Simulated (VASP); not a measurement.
Data:

```yaml
crystal:
  lattice:
    - [0.00000, 2.95473, 2.95473]
    - [2.95473, 0.00000, 2.95473]
    - [2.95473, 2.95473, 0.00000]
  atoms:
    - { symbol: Sr, position: [0.00000, 0.00000, 0.00000] }
```

These are PBEsol GGA, VASP's PBE PAW potentials (set 64) (plane waves; VASP) values and carry that method's errors. Run with 480 eV cut-off, 8×8×8 Γ-centred mesh, Gaussian smearing of 0.050 eV, potentials Sr_sv.

Each row applies one change to this cell, which was relaxed at other settings and keeps the small stress of the first row; at a fixed cut-off the stress holds a Pulay part, so it need not integrate to ΔE exactly. Stress is in GPa, positive when the cell is compressed.

| change | ΔE (meV/atom) | σxx | σyy | σzz | largest shear component, with its sign (GPa) | largest force (eV/Å) |
|---|---|---|---|---|---|---|
| none | 0.0 | 0.03 | 0.03 | 0.03 | 0.00 | 0.000 |
| isotropic strain of -4.0 % | … | … | … | … | … | … |
| uniaxial strain of +1.5 % along x | 0.4 | -0.23 | -0.12 | -0.12 | 0.00 | 0.000 |
| biaxial strain of -3.0 % in the yz plane | … | … | … | … | … | … |
| isotropic strain of -0.5 % | 0.6 | 0.22 | 0.22 | 0.22 | 0.00 | 0.000 |

Problem. What belongs in the gaps?

Solution. 
- isotropic strain of -4.0 %, ΔE (meV/atom): 33.6
- isotropic strain of -4.0 %, σxx: 1.97
- isotropic strain of -4.0 %, σyy: 1.97
- isotropic strain of -4.0 %, σzz: 1.97
- isotropic strain of -4.0 %, largest shear component, with its sign (GPa): 0.00
- isotropic strain of -4.0 %, largest force (eV/Å): 0.000
- biaxial strain of -3.0 % in the yz plane, ΔE (meV/atom): 8.9
- biaxial strain of -3.0 % in the yz plane, σxx: 0.72
- biaxial strain of -3.0 % in the yz plane, σyy: 0.96
- biaxial strain of -3.0 % in the yz plane, σzz: 0.96
- biaxial strain of -3.0 % in the yz plane, largest shear component, with its sign (GPa): 0.00
- biaxial strain of -3.0 % in the yz plane, largest force (eV/Å): 0.000

Failed runs are left out, and for metals the shear rows, which the mesh's noise covers.

The compound is Sr in the fcc structure.
